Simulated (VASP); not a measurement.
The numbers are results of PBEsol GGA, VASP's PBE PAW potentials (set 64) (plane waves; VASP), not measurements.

The input files of a VASP run:

File KPOINTS:
```
Automatic mesh
0
Gamma
13 13 12
0 0 0
```

### POSCAR
```
WC
1
    1.4550000000    -2.5201340000     0.0000000000
    1.4550000000     2.5201340000     0.0000000000
    0.0000000000     0.0000000000     2.8400000000
W C
1 1
Direct
  0.0000000000   0.0000000000   0.0000000000
  0.3333330000   0.6666670000   0.5000000000
```

### INCAR
```
SYSTEM=WC
PREC=Accurate; ENCUT=520; LREAL=.FALSE.
LASPH=.TRUE.
EDIFF=1E-6; NELM=100; ALGO=Normal
LMAXMIX=6
ISMEAR=1; SIGMA=0.1
GGA=PS
IBRION=2; NSW=60; ISIF=3
EDIFFG=-0.01
LWAVE=.FALSE.; LCHARG=.FALSE.
```

POTCAR, in this order: W_sv C (PBE.64 set). Program: vasp_std.

Output of the run:

File OSZICAR:
```
       N       E                     dE             d eps       ncg     rms          rms(c)
DAV:   1     0.107698023231E+03    0.10770E+03   -0.98233E+03  3822   0.154E+03
DAV:   2    -0.229670304098E+02   -0.13067E+03   -0.12727E+03  4392   0.379E+02
DAV:   3    -0.267726795353E+02   -0.38056E+01   -0.37723E+01  4580   0.602E+01
DAV:   4    -0.268085597622E+02   -0.35880E-01   -0.35852E-01  4237   0.615E+00
DAV:   5    -0.268088639394E+02   -0.30418E-03   -0.30413E-03  4557   0.580E-01    0.329E+01
DAV:   6    -0.240074391394E+02    0.28014E+01   -0.87804E+00  4337   0.307E+01    0.908E+00
DAV:   7    -0.239308344401E+02    0.76605E-01   -0.38994E-01  4002   0.555E+00    0.615E+00
DAV:   8    -0.238990545915E+02    0.31780E-01   -0.72426E-02  4242   0.243E+00    0.731E-01
DAV:   9    -0.238981363120E+02    0.91828E-03   -0.34199E-03  4087   0.465E-01    0.144E-01
DAV:  10    -0.238979905338E+02    0.14578E-03   -0.29696E-04  4467   0.237E-01    0.592E-02
DAV:  11    -0.238979895080E+02    0.10258E-05   -0.21045E-05  4202   0.438E-02    0.102E-02
DAV:  12    -0.238979886529E+02    0.85514E-06   -0.39949E-06  4027   0.171E-02
   1 F= -.23897989E+02 E0= -.23897867E+02  d E =-.238980E+02
       N       E                     dE             d eps       ncg     rms          rms(c)
DAV:   1    -0.240596283619E+02   -0.16164E+00   -0.44039E+00  3892   0.309E+01    0.662E+00
DAV:   2    -0.239076409116E+02    0.15199E+00   -0.35119E-01  3922   0.794E+00    0.133E+00
DAV:   3    -0.238843257706E+02    0.23315E-01   -0.40244E-02  4192   0.199E+00    0.426E-01
DAV:   4    -0.238807086376E+02    0.36171E-02   -0.92473E-03  4227   0.111E+00    0.529E-01
DAV:   5    -0.238807162156E+02   -0.75780E-05   -0.76745E-04  4312   0.324E-01    0.343E-02
DAV:   6    -0.238806919009E+02    0.24315E-04   -0.10494E-04  4312   0.836E-02    0.479E-03
DAV:   7    -0.238806910596E+02    0.84135E-06   -0.42805E-06  4142   0.223E-02
   2 F= -.23880691E+02 E0= -.23880698E+02  d E =0.172976E-01
       N       E                     dE             d eps       ncg     rms          rms(c)
DAV:   1    -0.240007083678E+02   -0.12002E+00   -0.24813E+00  3902   0.237E+01    0.477E+00
DAV:   2    -0.239151995363E+02    0.85509E-01   -0.22427E-01  3937   0.598E+00    0.972E-01
DAV:   3    -0.239025629727E+02    0.12637E-01   -0.23738E-02  4137   0.140E+00    0.306E-01
DAV:   4    -0.239003814579E+02    0.21815E-02   -0.60755E-03  4212   0.901E-01    0.362E-01
DAV:   5    -0.239003903546E+02   -0.88967E-05   -0.42697E-04  4292   0.243E-01    0.316E-02
DAV:   6    -0.239003670884E+02    0.23266E-04   -0.75912E-05  4317   0.686E-02    0.349E-03
DAV:   7    -0.239003673937E+02   -0.30529E-06   -0.38237E-06  4039   0.191E-02
   3 F= -.23900367E+02 E0= -.23900281E+02  d E =-.237874E-02
```

### OUTCAR
```
------------------------ aborting loop because EDIFF is reached ----------------------------------------
  FORCE on cell =-STRESS in cart. coord.  units (eV):
  Direction    XX          YY          ZZ          XY          YZ          ZX
  --------------------------------------------------------------------------------------
  Total       -0.0054189     -0.0054189     -0.0059700      0.0000000      0.0000000     -0.0000000
  in kB       -0.4207351     -0.4207352     -0.4635236      0.0000000      0.0000000     -0.0000000
  external PRESSURE =      -0.4349980 kB  Pullay stress =       0.0000000 kB
  volume of cell :       20.64
      direct lattice vectors                 reciprocal lattice vectors
     1.451060740 -2.513311001  0.000000000     0.344575514 -0.198940760 -0.000000000
     1.451060740  2.513311001 -0.000000000     0.344575514  0.198940760  0.000000000
     0.000000000 -0.000000000  2.829117887     0.000000000  0.000000000  0.353467066
 POSITION                                       TOTAL-FORCE (eV/Angst)
 -----------------------------------------------------------------------------------
      0.00000     -0.00000      0.00000        -0.000000      0.000000      0.000000
      1.45106      0.83777      1.41456         0.000000     -0.000000     -0.000000
 -----------------------------------------------------------------------------------
    total drift:                                0.000000     -0.000378      0.000000
  FREE ENERGIE OF THE ION-ELECTRON SYSTEM (eV)
  ---------------------------------------------------
  free  energy   TOTEN  =       -23.9003673937 eV

  energy  without entropy=      -23.9001096796  energy(sigma->0) =      -23.90028149

 reached required accuracy - stopping structural energy minimisation
```
(Selected blocks of OUTCAR.)

### CONTCAR
```
WC
   1.00000000000000
     1.4510607398447388   -2.5133110006577950    0.0000000000000000
     1.4510607398447388    2.5133110006577950   -0.0000000000000000
     0.0000000000000000   -0.0000000000000000    2.8291178872309168
  W               C
     1     1
Direct
     0.0000000000000000    0.0000000000000000    0.0000000000000000
     0.3333330000000032    0.6666669999999968    0.5000000000000000
```

The compound is WC in the wc structure. This run relaxes it. Symmetry was kept, so distortions that lower it aren't found.
